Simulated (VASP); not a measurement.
Ru:

```
Ru
1.0
     2.71900    0.00000    0.00000
    -1.35950    2.35472    0.00000
     0.00000    0.00000    4.29677
Ru
2
Direct
  0.33333 0.66667 0.25000
  0.66667 0.33333 0.75000
```

Program: VASP 6.6.1. Alike in all runs: task single point; no spin polarisation; cell as given; cutoff (eV) 450; smearing methfessel-paxton 0.1 eV.

Question: Order these runs on this cell by their pressure, lowest first.
A. level LDA; potentials or basis VASP PAW LDA potentials, release 64 (Ru_pv); k mesh 18 × 18 × 10
B. level PBE0; potentials or basis VASP PAW PBE potentials, release 64 (Ru_pv); k mesh 10 × 10 × 6; grid for exact exchange (PRECFOCK) Fast; exchange at q = 0 truncated
C. level r2SCAN; potentials or basis VASP PAW PBE potentials, release 64 (Ru_pv); k mesh 18 × 18 × 10
D. level PBEsol; potentials or basis VASP PAW PBE potentials, release 64 (Ru_pv); k mesh 18 × 18 × 10

Answer: A (-15.6 GPa), B (-13.4 GPa), D (-10.6 GPa), C (-5.1 GPa).

Caveats: the PAW data sets were made with another functional, which shifts forces and pressure a little (some runs); so large a pressure means that the cell lies far from this level's equilibrium, or that cutoff or potentials fall short (some runs).

Runs at the PBE level aren't shown here.
